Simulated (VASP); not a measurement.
Output of a VASP run:

### OSZICAR
```
       N       E                     dE             d eps       ncg     rms          rms(c)
DAV:   1     0.419225780411E+02    0.41923E+02   -0.58940E+03  2914   0.107E+03
DAV:   2    -0.277933549847E+01   -0.44702E+02   -0.42086E+02  2712   0.202E+02
DAV:   3    -0.312936118731E+01   -0.35003E+00   -0.34973E+00  3121   0.189E+01
DAV:   4    -0.313025479693E+01   -0.89361E-03   -0.89355E-03  2947   0.970E-01
DAV:   5    -0.313025981356E+01   -0.50166E-05   -0.50167E-05  2898   0.687E-02    0.145E+01
DAV:   6    -0.290465367161E+01    0.22561E+00   -0.57866E-01  2659   0.784E+00    0.871E+00
DAV:   7    -0.287441227595E+01    0.30241E-01   -0.12454E-01  2733   0.359E+00    0.283E+00
DAV:   8    -0.287124766844E+01    0.31646E-02   -0.65890E-03  2730   0.881E-01    0.252E-01
DAV:   9    -0.287124470430E+01    0.29641E-05   -0.13516E-05  2900   0.451E-02    0.126E-02
DAV:  10    -0.287124916301E+01   -0.44587E-05   -0.17190E-06  2927   0.144E-02    0.227E-03
DAV:  11    -0.287124925840E+01   -0.95393E-07   -0.34211E-08  1367   0.190E-03
   1 F= 0.13137265E+01 E0= 0.13137889E+01  d E =0.131373E+01
```

### OUTCAR
```
------------------------ aborting loop because EDIFF is reached ----------------------------------------
  FORCE on cell =-STRESS in cart. coord.  units (eV):
  Direction    XX          YY          ZZ          XY          YZ          ZX
  --------------------------------------------------------------------------------------
  Total        4.1900695      4.1900695      4.1900695      0.0000000      0.0000000     -0.0000000
  in kB      450.5477179    450.5477179    450.5477179      0.0000000      0.0000000     -0.0000000
  external PRESSURE =       0.5477179 kB  Pullay stress =     450.0000000 kB
  volume of cell :       14.90
      direct lattice vectors                 reciprocal lattice vectors
     0.000000000  1.953081385  1.953081385    -0.256005717  0.256005717  0.256005717
     1.953081385  0.000000000  1.953081385     0.256005717 -0.256005717  0.256005717
     1.953081385  1.953081385  0.000000000     0.256005717  0.256005717 -0.256005717
 POSITION                                       TOTAL-FORCE (eV/Angst)
 -----------------------------------------------------------------------------------
      0.00000      0.00000      0.00000         0.000000      0.000000      0.000000
 -----------------------------------------------------------------------------------
    total drift:                               -0.000000     -0.000000     -0.000000
  FREE ENERGIE OF THE ION-ELECTRON SYSTEM (eV)
  ---------------------------------------------------
  free  energy   TOTEN  =        -2.8712492584 eV

  energy  without entropy=       -2.8710622034  energy(sigma->0) =       -2.87118691
  enthalpy is  TOTEN    =         1.3137265268 eV   P V=        4.1849757852

 reached required accuracy - stopping structural energy minimisation
```
(Selected blocks of OUTCAR.)

### POSCAR
```
Au
1
    0.0000000000     1.9530813853     1.9530813853
    1.9530813853     0.0000000000     1.9530813853
    1.9530813853     1.9530813853     0.0000000000
Au
1
Direct
  0.0000000000   0.0000000000   0.0000000000
```

**Question.** Write an INCAR and KPOINTS that could have produced this output.

**Answer.** One answer among several that fit: the input of the run itself, PBE GGA, plane waves, VASP's PBE PAW potentials (set 64).

File KPOINTS:
```
kpoints
0
G
16 16 16
```

INCAR:
```
ALGO = Normal
EDIFF = 1E-6
EDIFFG = -0.02
ENCUT = 500
GGA = PE
IBRION = 2
ISIF = 3
ISMEAR = 1
LASPH = .True.
LCHARG = .False.
LMAXMIX = 6
LREAL = .False.
LWAVE = .False.
NELM = 100
NSW = 40
PREC = Accurate
PSTRESS = 450
SIGMA = 0.1
SYSTEM = Au
```

POTCAR, in this order: Au (PBE.64 set). Program: vasp_std.

The compound is Au in the fcc structure. It was relaxed first under an external pressure of 45 GPa.
